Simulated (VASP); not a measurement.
```xyz
8
Lattice="5.7477 0.0000 0.0000 -2.8739 4.9777 0.0000 0.0000 0.0000 4.6306" Properties=species:S:1:pos:R:3 pbc="T T T"
Ti     2.8738     3.2843     1.1576
Ti     0.0000     1.6934     3.4729
Ti    -1.4073     4.1310     3.4729
Ti     4.2812     0.8467     1.1576
Ti     1.4665     0.8467     1.1576
Ti     1.4073     4.1310     3.4729
Al     0.0000     3.3184     1.1576
Al     2.8739     1.6592     3.4729
```

Level of theory: PBE GGA, VASP's PBE PAW potentials (set 64) (plane waves; VASP 6.6.1). Run with 300 eV cut-off, 5×5×5 Γ-centred mesh, Gaussian smearing of 0.10 eV, potentials Ti_sv Al.

At this cut-off the stress carries a Pulay error, which pulls relaxed volumes low.

Give the stress tensor in GPa (positive for a compressed cell).

```
0.51  0.00  0.00
0.00  0.51  0.00
0.00  0.00  1.21
```
The pressure is its mean diagonal, 0.75 GPa.

The structure comes from a computed database's Ti3Al entry (P6_3/mmc); how it stands against other phases isn't given here. The cell was not relaxed at this level.
